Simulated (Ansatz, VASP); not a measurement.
# Cross-check of Te (Tellurium) between VASP and Ansatz

Aim: how closely do two programs agree when they are given the same cell, functional and k mesh? The cell is taken from a series of runs on this material, whose earlier steps may have relaxed, scaled, displaced or heated it; both programs get it as it stands.

Calculated with Ansatz 0.2.0; plane waves, with VASP 6.6.1 beside it; zone-centre phonons at PBEsol.

### 1. Set-up

Symmetry: P3_121, No. 152, trigonal system. Conventional cell: a = 4.316 Å, b = 4.316 Å, c = 5.959 Å, α = 90.00°, β = 90.00°, γ = 120.00°. Nearest to Te lie 2 Te at 2.91 Å.

Structure file:

```
Te
1.0
     4.31634    0.00000    0.00000
    -2.15817    3.73806    0.00000
     0.00000    0.00000    5.95896
Te
3
Direct
  0.28379 0.00000 0.33333
  0.00000 0.28379 0.66667
  0.71621 0.71621 0.00000
```

### 2. VASP: zone-centre phonons, PBEsol

Second derivatives magnify differences that forces hide, and they need a tight electronic threshold.

Lines of VASP's logs that name or quote its potential files are left out, and so is its time.

Contents of INCAR:

```
SYSTEM = Te
PREC = Accurate
ENCUT = 500
EDIFF = 1E-08
NELM = 120
ISMEAR = 1
SIGMA = 0.2
LREAL = .FALSE.
ALGO = Normal
GGA = PS
NBANDS = 15
LORBIT = 11
LWAVE = .FALSE.
LCHARG = .FALSE.
ISIF = 2
IBRION = 8
LASPH = .TRUE.
GGA_COMPAT = .FALSE.
KPAR = 2
```

Contents of POSCAR:

```
Te
1.0
    4.3163383699      0.0000000000      0.0000000000
   -2.1581691849      3.7380586797      0.0000000000
    0.0000000000      0.0000000000      5.9589636220
Te
3
Direct
    0.2837864627      0.0000000000      0.3333333333
    0.0000000000      0.2837864627      0.6666666667
    0.7162135373      0.7162135373      0.0000000000
```

Contents of KPOINTS:

```
Automatic mesh
0
Gamma
12 12 8
0 0 0
```

The projector-augmented-wave data sets are Te (PBE family, release 64).

On the command line:

```bash
> mpirun -np 2 vasp_std
```

Numbers of over 12 decimals in the logs are rounded to 6 here.

The program printed:

```text
[banner, memory and clock lines left out]
running    2 mpi-ranks, on    1 nodes
 distrk:  each k-point on    1 cores,    2 groups
 distr:  one band on    1 cores,    1 groups

 POSCAR found type information on POSCAR Te
 POSCAR found :  1 types and       3 ions
|                                                                             |
|               ----> ADVICE to this user running VASP <----                  |
|                                                                             |
|     You enforced a specific xc type in the INCAR file but a different       |
|     [... a line on the potential file left out ...]
|     I HOPE YOU KNOW WHAT YOU ARE DOING!                                     |
|                                                                             |

 LDA part: xc-table for (Slater+PW92), standard interpolation
 POSCAR, INCAR and KPOINTS ok, starting setup
 FFT: planning ... GRIDC
 FFT: planning ... GRID_SOFT
 FFT: planning ... GRID
 WAVECAR not read
 entering main loop
       N       E                     dE             d eps       ncg     rms          rms(c)
DAV:   1     0.710996493646E+02    0.71100E+02   -0.64163E+03  3930   0.935E+02
DAV:   2    -0.596160653023E+01   -0.77061E+02   -0.73290E+02  5268   0.140E+02
DAV:   3    -0.105258748549E+02   -0.45643E+01   -0.45373E+01  4721   0.384E+01
DAV:   4    -0.106029317140E+02   -0.77057E-01   -0.77039E-01  5577   0.589E+00
DAV:   5    -0.106041426994E+02   -0.12110E-02   -0.12110E-02  5128   0.648E-01    0.136E+01
DAV:   6    -0.105868601444E+02    0.17283E-01   -0.12126E-02  4931   0.665E-01    0.845E+00
DAV:   7    -0.105810111457E+02    0.58490E-02   -0.25385E-02  4532   0.950E-01    0.246E-01
DAV:   8    -0.105806112774E+02    0.39987E-03   -0.43268E-03  4532   0.377E-01    0.118E-01
DAV:   9    -0.105806252083E+02   -0.13931E-04   -0.11615E-04  5605   0.742E-02    0.783E-02
DAV:  10    -0.105806262390E+02   -0.10307E-05   -0.11638E-05  4946   0.221E-02    0.915E-03
DAV:  11    -0.105806246841E+02    0.15549E-05   -0.39900E-06  4931   0.119E-02    0.345E-03
DAV:  12    -0.105806247933E+02   -0.10922E-06   -0.34863E-07  5253   0.355E-03    0.164E-03
DAV:  13    -0.105806247817E+02    0.11690E-07   -0.44340E-08  4903   0.134E-03    0.632E-04
DAV:  14    -0.105806247861E+02   -0.43977E-08   -0.30824E-09  3064   0.337E-04
   1 F= -.10580625E+02 E0= -.10581592E+02  d E =0.290117E-02
 Linear response reoptimize wavefunctions to high precision
DAV:   1    -0.105806247887E+02   -0.26519E-08   -0.15815E-09  4107   0.236E-04
DAV:   2    -0.105806247887E+02   -0.17280E-10   -0.21303E-10  2525   0.947E-05
 Linear response DOF=           3
 Linear response progress:
  Degree of freedom:   1/  3
       N       E                     dE             d eps       ncg     rms          rms(c)
RMM:   1    -0.459960466983E-01   -0.45996E-01    0.37853E-02 21768   0.104E+00
RMM:   2    -0.445919377240E-01    0.14041E-02   -0.23333E-03 15042   0.276E-01    0.960E-02
RMM:   3    -0.445249954469E-01    0.66942E-04   -0.83302E-05 15935   0.577E-02    0.666E-02
RMM:   4    -0.444608832541E-01    0.64112E-04   -0.21363E-05 16247   0.242E-02    0.148E-02
RMM:   5    -0.444638066164E-01   -0.29234E-05   -0.63729E-07 16441   0.546E-03    0.731E-03
RMM:   6    -0.444716092394E-01   -0.78026E-05   -0.24977E-07 16232   0.244E-03    0.149E-03
RMM:   7    -0.444708010664E-01    0.80817E-06    0.94196E-08 16597   0.660E-04    0.464E-04
RMM:   8    -0.444698670915E-01    0.93397E-06    0.15713E-07 16394   0.230E-04    0.127E-04
RMM:   9    -0.444699572564E-01   -0.90165E-07   -0.12864E-07 17171   0.617E-05    0.664E-05
RMM:  10    -0.444699494840E-01    0.77724E-08   -0.16667E-08 16728   0.292E-05    0.208E-05
 first order change of Fermi-energy   0.27354E+00
 force on displaced ion       1 direction 1 :  -2.657   0.000   0.000
 Linear response progress:
  Degree of freedom:   2/  3
       N       E                     dE             d eps       ncg     rms          rms(c)
RMM:   1    -0.470660475052E-01   -0.47066E-01    0.32419E-02 39770   0.104E+00
RMM:   2    -0.458135707267E-01    0.12525E-02   -0.23850E-03 27384   0.275E-01    0.741E-02
RMM:   3    -0.456829427695E-01    0.13063E-03   -0.10322E-04 28835   0.605E-02    0.494E-02
RMM:   4    -0.456000516984E-01    0.82891E-04   -0.33525E-05 29205   0.274E-02    0.143E-02
RMM:   5    -0.456067615279E-01   -0.67098E-05   -0.15527E-06 29707   0.680E-03    0.742E-03
RMM:   6    -0.456192606165E-01   -0.12499E-04   -0.30852E-07 29715   0.230E-03    0.104E-03
RMM:   7    -0.456189698441E-01    0.29077E-06    0.10846E-07 30476   0.478E-04    0.584E-04
RMM:   8    -0.456185461058E-01    0.42374E-06    0.56540E-08 30141   0.189E-04    0.101E-04
RMM:   9    -0.456186277831E-01   -0.81677E-07   -0.88575E-08 31231   0.514E-05    0.192E-05
RMM:  10    -0.456186102479E-01    0.17535E-07   -0.36946E-08 30768   0.236E-05    0.588E-06
RMM:  11    -0.456186227099E-01   -0.12462E-07   -0.26618E-08 31625   0.132E-05    0.259E-06
RMM:  12    -0.456186230684E-01   -0.35849E-09    0.42452E-09 24667   0.104E-05    0.470E-07
 first order change of Fermi-energy   0.62356E-04
 force on displaced ion       1 direction 2 :  -0.001  -2.344  -0.450
 Linear response progress:
  Degree of freedom:   3/  3
       N       E                     dE             d eps       ncg     rms          rms(c)
RMM:   1    -0.575543234238E-01   -0.57554E-01    0.45946E-02 42030   0.107E+00
RMM:   2    -0.547891246171E-01    0.27652E-02   -0.29703E-03 27522   0.301E-01    0.247E-01
RMM:   3    -0.545345938210E-01    0.25453E-03   -0.49287E-04 28678   0.937E-02    0.172E-01
RMM:   4    -0.544981372023E-01    0.36457E-04   -0.15723E-05 29174   0.238E-02    0.848E-02
RMM:   5    -0.544911794878E-01    0.69577E-05   -0.60662E-06 29645   0.140E-02    0.412E-03
RMM:   6    -0.544937378563E-01   -0.25584E-05   -0.19465E-07 29826   0.297E-03    0.269E-03
RMM:   7    -0.544962103579E-01   -0.24725E-05   -0.11709E-07 29700   0.122E-03    0.572E-04
RMM:   8    -0.544962333077E-01   -0.22950E-07   -0.66722E-09 30578   0.319E-04    0.268E-04
RMM:   9    -0.544964443974E-01   -0.21109E-06   -0.11344E-07 29640   0.148E-04    0.476E-05
RMM:  10    -0.544965554542E-01   -0.11106E-06   -0.13030E-07 31449   0.468E-05    0.109E-05
RMM:  11    -0.544965708738E-01   -0.15420E-07   -0.86475E-09 31326   0.189E-05    0.393E-06
RMM:  12    -0.544965669593E-01    0.39145E-08    0.57388E-09 29927   0.116E-05    0.119E-06
 first order change of Fermi-energy   0.22124E-04
 force on displaced ion       1 direction 3 :  -0.001  -0.453  -4.884
 Linear response finished
```

From OUTCAR (step 2):

```text
ion  position               nearest neighbor table
   1  0.284  0.000  0.333-   3 2.91   2 2.91   3 3.35   3 3.35   2 3.35   2 3.35
   2  0.000  0.284  0.667-   3 2.91   1 2.91   3 3.35   3 3.35   1 3.35   1 3.35
   3  0.716  0.716  0.000-   1 2.91   2 2.91   1 3.35   2 3.35   2 3.35   1 3.35

  LATTYP: Found a hexagonal cell.
 ALAT       =     4.3163383699
 C/A-ratio  =     1.3805598893

 Subroutine GETGRP returns: Found  6 space group operations
 (whereof  2 operations were pure point group operations)

The static configuration has the point symmetry C_2 .
 The point group associated with its full space group is D_3 .

 Found    131 irreducible k-points:

   k-points           NKPTS =    131   k-points in BZ     NKDIM =    131   number of bands    NBANDS=     15

   dimension x,y,z NGX =    32 NGY =   32 NGZ =   48
   dimension x,y,z NGXF=    64 NGYF=   64 NGZF=   96

   ENCUT  =  500.0 eV  36.75 Ry    6.06 a.u.   7.87  7.87 10.86*2*pi/ulx,y,z

   NELECT =      18.0000    total number of electrons

 k-points in reciprocal lattice and weights: Automatic mesh
   0.00000000  0.00000000  0.00000000       0.001
   0.08333333  0.00000000  0.00000000       0.005
   0.16666667  0.00000000  0.00000000       0.005
   0.25000000  0.00000000  0.00000000       0.005
   0.33333333  0.00000000  0.00000000       0.005
   0.41666667 -0.00000000  0.00000000       0.005
   0.50000000  0.00000000  0.00000000       0.003
   0.08333333  0.08333333  0.00000000       0.005
   0.16666667  0.08333333  0.00000000       0.010
[...]
0.33333333  0.25000000  0.50000000       0.010
   0.33333333  0.33333333  0.50000000       0.002

 average (electrostatic) potential at core
       1 -88.2611       2 -88.2611       3 -88.2611

  Total        0.0284362      0.0284362      0.0401520      0.0000000      0.0000000     -0.0000000
  in kB        0.4738604      0.4738604      0.6690917      0.0000000      0.0000000     -0.0000000
  external PRESSURE =       0.5389375 kB  Pullay stress =       0.0000000 kB

  energy-cutoff  :      500.00
  volume of cell :       96.15
      direct lattice vectors                 reciprocal lattice vectors
     4.316338370  0.000000000  0.000000000     0.231677852  0.133759270  0.000000000
    -2.158169185  3.738058680  0.000000000     0.000000000  0.267518540  0.000000000
     0.000000000  0.000000000  5.958963622     0.000000000  0.000000000  0.167814416

 POSITION                                       TOTAL-FORCE (eV/Angst)
 -----------------------------------------------------------------------------------
      1.22492      0.00000      1.98632         0.018939      0.000000      0.000000
     -0.61246      1.06081      3.97264        -0.009470      0.016402      0.000000
      1.54571      2.67725      0.00000        -0.009470     -0.016402      0.000000
 -----------------------------------------------------------------------------------
    total drift:                                0.000000     -0.000000      0.000000

 Eigenvectors and eigenvalues of the dynamical matrix
 ----------------------------------------------------

   1 f  =    3.801222 THz    23.883782 2PiTHz  126.795116 cm-1    15.720584 meV
             X         Y         Z           dx          dy          dz
      1.224918  0.000000  1.986321    -0.103284   -0.075273   -0.468995
     -0.612459  1.060810  3.972642    -0.013556    0.127084   -0.322757
      1.545710  2.677248  0.000000     0.116826   -0.051801    0.791752

   2 f  =    3.801222 THz    23.883782 2PiTHz  126.795116 cm-1    15.720584 meV
             X         Y         Z           dx          dy          dz
      1.224918  0.000000  1.986321    -0.075280    0.103275    0.643462
     -0.612459  1.060810  3.972642     0.127077    0.013547   -0.727893
      1.545710  2.677248  0.000000    -0.051808   -0.116836    0.084431

   3 f  =    2.982959 THz    18.742483 2PiTHz   99.500797 cm-1    12.336521 meV
             X         Y         Z           dx          dy          dz
      1.224918  0.000000  1.986321    -0.577350   -0.000000    0.000000
     -0.612459  1.060810  3.972642     0.288675   -0.500000   -0.000000
      1.545710  2.677248  0.000000     0.288675    0.500000    0.000000

   4 f  =    2.666511 THz    16.754184 2PiTHz   88.945238 cm-1    11.027799 meV
             X         Y         Z           dx          dy          dz
      1.224918  0.000000  1.986321     0.000000    0.577350   -0.000123
     -0.612459  1.060810  3.972642    -0.500000   -0.288675   -0.000123
      1.545710  2.677248  0.000000     0.500000   -0.288675   -0.000123

   5 f  =    2.438711 THz    15.322875 2PiTHz   81.346651 cm-1    10.085695 meV
             X         Y         Z           dx          dy          dz
      1.224918  0.000000  1.986321    -0.365865    0.427926   -0.137400
     -0.612459  1.060810  3.972642     0.553487    0.102668    0.170389
      1.545710  2.677248  0.000000    -0.187870   -0.530885   -0.032989

   6 f  =    2.438711 THz    15.322875 2PiTHz   81.346651 cm-1    10.085695 meV
             X         Y         Z           dx          dy          dz
      1.224918  0.000000  1.986321    -0.428120   -0.365699    0.117420
     -0.612459  1.060810  3.972642    -0.102862    0.553652    0.060282
      1.545710  2.677248  0.000000     0.530691   -0.187705   -0.177702

   7 f/i=    0.000538 THz     0.003382 2PiTHz    0.017957 cm-1     0.002226 meV
             X         Y         Z           dx          dy          dz
      1.224918  0.000000  1.986321    -0.388990    0.426654   -0.000024
     -0.612459  1.060810  3.972642    -0.389036    0.426442   -0.000007
      1.545710  2.677248  0.000000    -0.389196    0.426588    0.000030

   8 f/i=    0.000538 THz     0.003382 2PiTHz    0.017957 cm-1     0.002226 meV
             X         Y         Z           dx          dy          dz
      1.224918  0.000000  1.986321    -0.426469   -0.389158    0.000021
     -0.612459  1.060810  3.972642    -0.426681   -0.389112   -0.000031
      1.545710  2.677248  0.000000    -0.426535   -0.388952    0.000010

   9 f/i=    0.000568 THz     0.003570 2PiTHz    0.018953 cm-1     0.002350 meV
             X         Y         Z           dx          dy          dz
      1.224918  0.000000  1.986321     0.000000    0.000123    0.577350
     -0.612459  1.060810  3.972642    -0.000107   -0.000062    0.577350
      1.545710  2.677248  0.000000     0.000107   -0.000062    0.577350

 ELASTIC MODULI CONTR FROM IONIC RELAXATION (kBar)
 Direction    XX          YY          ZZ          XY          YZ          ZX
 --------------------------------------------------------------------------------
 XX        -206.8282    -68.0372   -171.2574     -0.0000   -104.1523     -0.0000
 YY         -68.0372   -206.8282   -171.2574     -0.0000    104.1523      0.0000
 ZZ        -171.2574   -171.2574   -213.4071     -0.0000     -0.0000     -0.0000
 XY          -0.0000     -0.0000     -0.0000    -69.6658      0.0000   -101.9253
 YZ        -104.1523    104.1523     -0.0000      0.0000   -171.4452     -0.0000
 ZX          -0.0000      0.0000     -0.0000   -101.9253     -0.0000   -165.3053
 --------------------------------------------------------------------------------
```

[end of part 1 of 2]

[Lines on the potential files, build, host, timing and source positions are cut from VASP's logs without a mark.]

[Logs are printed without paths, hosts, clocks, repeated set-up lines and the standing remarks that a program may print on its own settings, such as how far it seeks lower states.]

[Hosts, paths, dates, database ids (printed as entryN), source tags and the programs' standing remarks are cut or masked in the printed files.]
